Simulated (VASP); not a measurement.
An input for Ansatz (written as the equivalent of a VASP run, and not itself run):

Ansatz 0.2 input:
```yaml
crystal:
  lattice:
    - [-1.7935830, 1.7935830, 1.7935830]
    - [1.7935830, -1.7935830, 1.7935830]
    - [1.7935830, 1.7935830, -1.7935830]
  atoms:
    - { symbol: Rb, position: [0.0000000, 0.0000000, 0.0000000] }
kpoints:
  mp_grid: { grid: [14, 14, 14] }
hamiltonian:
  xc: pbe
  pseudopotentials: { kind: paw }
scf:
  occupations: { method: methfessel_paxton, width: 0.1 }
  max_iter: 100
relax:
  max_steps: 40
  f_tol: 0.02
  cell: { p_target: 30 }
output: { forces: true, stress: true, eigenvalues: true }
```

Task: Translate this input to VASP (INCAR, KPOINTS, POSCAR, choice of POTCAR).

Result: Several could match; the one computed here: 
### KPOINTS
```
Automatic
0
Gamma
14 14 14
0 0 0
```

INCAR:
```
EDIFFG  =  -0.02
GGA  =  PE   # PBE
LCHARG  =  .False.
SIGMA  =  0.1
ALGO  =  Normal
IBRION  =  2   # conjugate gradients
LASPH  =  .True.   # aspherical one-centre terms
ISMEAR  =  1   # Methfessel-Paxton
ENCUT  =  500
LREAL  =  .False.   # projection in real space or not
EDIFF  =  1E-6
NELM  =  100   # most electronic steps
PSTRESS  =  300   # kbar
ISIF  =  3   # ions, shape and volume
SYSTEM  =  Rb
NSW  =  40   # most ionic steps
LMAXMIX  =  4
PREC  =  Accurate
LWAVE  =  .False.
```

### POSCAR
```
Rb
1.0
 -1.7935830160   1.7935830160   1.7935830160
  1.7935830160  -1.7935830160   1.7935830160
  1.7935830160   1.7935830160  -1.7935830160
Rb
1
Cartesian
  0.0000000000   0.0000000000   0.0000000000
```

POTCAR, in this order: Rb_sv (PBE.64 set). Program: vasp_std.

The two are equivalent in intent, not identical: each code has its own PAW files, so the cut-off isn't converted (ENCUT is set for VASP's; basis.ecutwfc is left out, and Ansatz then takes the one that its files recommend); Ansatz stops its SCF on the density residual and VASP on the energy change (EDIFF).

The compound is Rb in the bcc structure. This run relaxes it under an external pressure of 30 GPa. Symmetry was kept, so distortions that lower it aren't found.
